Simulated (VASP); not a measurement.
Input:

```xyz
6
Lattice="1.5105 -2.6163 0.0000 1.5105 2.6163 0.0000 0.0000 0.0000 11.0503" Properties=species:S:1:pos:R:3 pbc="T T T"
W      1.5105     0.8721     2.7626
W      1.5105    -0.8721     8.2877
S      1.5105     0.8721     9.8717
S      1.5105    -0.8721     4.3465
S      1.5105    -0.8721     1.1786
S      1.5105     0.8721     6.7038
```

These are PBEsol GGA, VASP's PBE PAW potentials (set 64) (plane waves; VASP) values and carry that method's errors. Run with 500 eV cut-off, 8×8×2 Γ-centred mesh, Gaussian smearing of 0.050 eV, potentials W_sv S.

Without a dispersion term in the relaxation, distances and binding between the weakly bound layers, chains or molecules are unreliable, and so is what depends on them.

**Question.** What does the run give for the energy per atom (σ→0), pressure?

**Answer.** 
```json
{
  "energy per atom (σ→0)": "-8.274 eV/atom",
  "pressure": "20.06 GPa"
}
```

The compound is WS2 in the 2H layered structure. It was relaxed first under an external pressure of 20 GPa.
